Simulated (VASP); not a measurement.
An input for Quantum ESPRESSO's pw.x (written as the equivalent of a VASP run, and not itself run):

```
&CONTROL
  calculation = 'vc-relax'
  pseudo_dir = './pseudo'
  outdir = './out'
  tprnfor = .true.
  tstress = .true.
  nstep = 30
  forc_conv_thr = 0.00039
/
&SYSTEM
  ibrav = 0
  nat = 2
  ntyp = 1
  ecutwfc = 60.3
  occupations = 'smearing'
  smearing = 'methfessel-paxton'
  degauss = 0.00735
  input_dft = 'vdw-df2-b86r'
/
&ELECTRONS
  conv_thr = 7.3e-09
  electron_maxstep = 100
/
&IONS
/
&CELL
  cell_dofree = 'shape'
/
ATOMIC_SPECIES
  Tl 204.380 Tl.upf
CELL_PARAMETERS angstrom
     1.7280262   -2.9930293    0.0000000
     1.7280262    2.9930293    0.0000000
     0.0000000    0.0000000    5.4547377
ATOMIC_POSITIONS crystal
  Tl   0.3333330  0.6666670  0.2500000
  Tl   0.6666670  0.3333330  0.7500000
K_POINTS automatic
  12 12 7 0 0 0
```

### Question
Translate this input to VASP (INCAR, KPOINTS, POSCAR, choice of POTCAR).

### Answer
One answer among several that fit: 
File POSCAR:
```
Tl
1.0
  1.7280262318  -2.9930293369   0.0000000000
  1.7280262318   2.9930293369   0.0000000000
  0.0000000000   0.0000000000   5.4547377135
Tl
2
Cartesian
  1.7280262318   0.9976784410   1.3636844284
  1.7280262318  -0.9976784410   4.0910532851
```

**INCAR**
```
SYSTEM = Tl
PREC = Accurate
ENCUT = 520
EDIFF = 1E-7
NELM = 100
ALGO = Normal
LREAL = .FALSE.
LASPH = .TRUE.
ISMEAR = 1
SIGMA = 0.1
GGA = MK
PARAM1 = 0.1234568
PARAM2 = 0.7114
ZAB_VDW = -1.8867
LUSE_VDW = .TRUE.
AGGAC = 0.0
LMAXMIX = 4
LWAVE = .FALSE.
LCHARG = .FALSE.
ISIF = 4
IBRION = 2
NSW = 30
EDIFFG = -0.01
```

File KPOINTS:
```
Automatic mesh
0
gamma
 12 12 7
0 0 0
```

POTCAR, in this order: Tl_d (PBE.64 set). Program: vasp_std.

What does not carry over: the potentials are each code's own (VASP's PAW set, PseudoDojo norm-conserving files in pw.x), so ENCUT and ecutwfc are chosen apart and not converted; conv_thr bounds pw.x's estimated SCF error, while EDIFF bounds the energy change between steps; forc_conv_thr acts on force components and is met together with etot_conv_thr.

The compound is Tl in the hcp structure. This cell is one point of a volume scan, at 0.94 of the reference volume. Symmetry was kept, so distortions that lower it aren't found.
